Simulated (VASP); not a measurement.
A convergence study with VASP on PbO (litharge): one setting is varied, all else stays as given below, so the limit is that of these other settings.

```
PbO
1.0
    3.98000     0.00000     0.00000
    0.00000     3.98000     0.00000
    0.00000     0.00000     5.02000
Pb O
2 2
Cartesian
  1.99000   0.00000   3.84030
  0.00000   1.99000   1.17970
  1.99000   1.99000   0.00000
  0.00000   0.00000   0.00000
```

The numbers are results of PBE GGA, VASP's PBE PAW potentials (set 64) (plane waves; VASP), not measurements. The tightest run used: 700 eV cut-off, 10×10×8 Monkhorst-Pack mesh, Gaussian smearing of 0.050 eV, potentials Pb_d O.

```tsv
setting	E (eV/atom)	pressure (GPa)	largest force (eV/Å)	irreducible k-points
1×1×1 mesh	-4.4750	12.97	1.476	1
2×2×2 mesh	-5.3374	4.88	0.514	1
3×3×2 mesh	-5.3577	4.58	0.519	3
```

**Question.** These are the cheaper rows. Estimate the results at 10×10×8 mesh, and how far the last row shown lies from them.

**Answer.** 
| quantity | tightest run | last row shown is off by |
|---|---|---|
| E (eV/atom) | -5.3568 | -0.0009 |
| pressure (GPa) | 4.67 | -0.09 |
| largest force (eV/Å) | 0.470 | 0.049 |

Left out are rungs that failed or repeat a setting and relaxations that didn't move; long series are thinned to 24 rows.

The compound is PbO in the litharge structure. The cell was not relaxed at this level, forces remain on its atoms.
